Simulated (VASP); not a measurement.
An input for Ansatz (written as the equivalent of a VASP run, and not itself run):

Ansatz 0.2 input:
```yaml
crystal:
  lattice:
    - [5.3202030, 0.0000000, 0.0000000]
    - [0.0000000, 5.3202030, 0.0000000]
    - [0.0000000, 0.0000000, 5.3202030]
  atoms:
    - { symbol: Cs, position: [0.0044450, -0.0035080, -0.0021790] }
    - { symbol: Cd, position: [0.4994850, 0.4881290, 0.4997950] }
    - { symbol: Cl, position: [-0.0014490, 0.5107120, 0.4939030] }
    - { symbol: Cl, position: [0.4953720, 0.0101830, 0.4978030] }
    - { symbol: Cl, position: [0.5021470, 0.4944830, 0.0106780] }
kpoints:
  mp_grid: { grid: [5, 5, 5] }
hamiltonian:
  xc: lda
  pseudopotentials: { kind: paw }
scf:
  occupations: { method: gaussian, width: 0.01 }
  max_iter: 100
output: { forces: true, stress: true, eigenvalues: true }
```

**Question.** Translate this input to VASP (INCAR, KPOINTS, POSCAR, choice of POTCAR).

**Answer.** Several could match; the one computed here: 
### KPOINTS
```
Automatic mesh
0
Gamma
5 5 5
0 0 0
```

INCAR:
```
SYSTEM = CsCdCl3
PREC = Accurate; ENCUT = 300; LREAL = F
LASPH = T
EDIFF = 1E-6; NELM = 100; ALGO = Normal
LMAXMIX = 4
ISMEAR = 0; SIGMA = 0.01
ISIF = 2
LWAVE = F; LCHARG = F
```

**POSCAR**
```
CsCdCl3
1
    5.3202030000     0.0000000000     0.0000000000
    0.0000000000     5.3202030000     0.0000000000
    0.0000000000     0.0000000000     5.3202030000
Cs Cd Cl
1 1 3
Direct
  0.0044450000  -0.0035080000  -0.0021790000
  0.4994850000   0.4881290000   0.4997950000
 -0.0014490000   0.5107120000   0.4939030000
  0.4953720000   0.0101830000   0.4978030000
  0.5021470000   0.4944830000   0.0106780000
```

POTCAR, in this order: Cs_sv Cd Cl (LDA.64 set). Program: vasp_std.

Limits of the translation: each code has its own PAW files, so the cut-off isn't converted (ENCUT is set for VASP's; basis.ecutwfc is left out, and Ansatz then takes the one that its files recommend); Ansatz stops its SCF on the density residual and VASP on the energy change (EDIFF); Ansatz's lda is the Perdew-Wang form, while the LDA potentials of VASP carry Perdew-Zunger's.

The structure comes from a computed database's CsCdCl3 entry (Pm-3m); how it stands against other phases isn't given here. The cell was not relaxed at this level, atoms are displaced from their ideal sites.
